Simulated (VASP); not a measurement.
A run of VASP 6.6.1 is set up as follows.

INCAR

```
SYSTEM = AgB
  PREC = Accurate
  ENCUT = 520
  EDIFF = 1E-6
  ISMEAR = 0
  SIGMA = 0.1
  LREAL = .False.
  LASPH = .True.
  NELM = 80
  ALGO = Fast
  ISIF = 2
  LWAVE = .False.
  LCHARG = .False.
  LDIPOL = .True.
  IDIPOL = 3
  DIPOL = 0.5 0.5 0.500
  GGA = PE
  NBANDS = 14
```

The input KPOINTS:

```
Automatic mesh
0
Gamma
  6 6 1
  0 0 0
```

Contents of POSCAR:

```
AgB
1.0
    3.6552330000      0.0000000000      0.0000000000
    0.0000000000      3.6552330000      0.0000000000
    0.0000000000      0.0000000000     14.0000000000
Ag B
1 1
Direct
    0.0000000000      0.0000000000      0.5000000000
    0.5000000000      0.5000000000      0.5000000000
```

Potentials or basis: VASP PAW PBE potentials, release 64 (Ag, B).

Command:

```console
$ cat potpaw_PBE.64/Ag/POTCAR potpaw_PBE.64/B/POTCAR > POTCAR
$ mpirun -np 1 vasp_std > vasp.out
```

Task: Estimate the band gap on the k mesh.

Result: None (metal or under the smearing width).
